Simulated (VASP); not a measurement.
Energy against volume of Ta (bcc). All values below come from PBE GGA with D3 dispersion (Becke-Johnson damping), VASP's PBE PAW potentials (set 64) (plane waves; VASP 6.6.1).

| V (Å³/atom) | E (eV/atom) |
|---|---|
| 16.702 | -12.42565 |
| 17.235 | -12.45932 |
| 17.768 | -12.47004 |
| 18.301 | -12.46046 |
| 18.834 | -12.43280 |

Fit a third-order Birch-Murnaghan equation of state.

The volume per atom comes out as 17.77 Å³/atom and the bulk modulus comes out as 203 GPa. The pressure derivative of the bulk modulus comes out as 2.98. The lattice constant a is 3.288 Å.

Measured: bulk modulus 198 GPa at 0 K (computed value off by +2.7 %), as given by H. Levämäki et al., Physical Review B (2014), arXiv:1402.3671 [corrected for temperature and zero-point phonon effects]; a 3.299 Å at 0 K (computed value off by -0.3 %), as given by Daniel Mejia-Rodriguez et al., Physical Review B (2018), arXiv:1807.09216 [static lattice: zero-point anharmonic expansion removed].

The compound is Ta in the bcc structure. It was relaxed first.
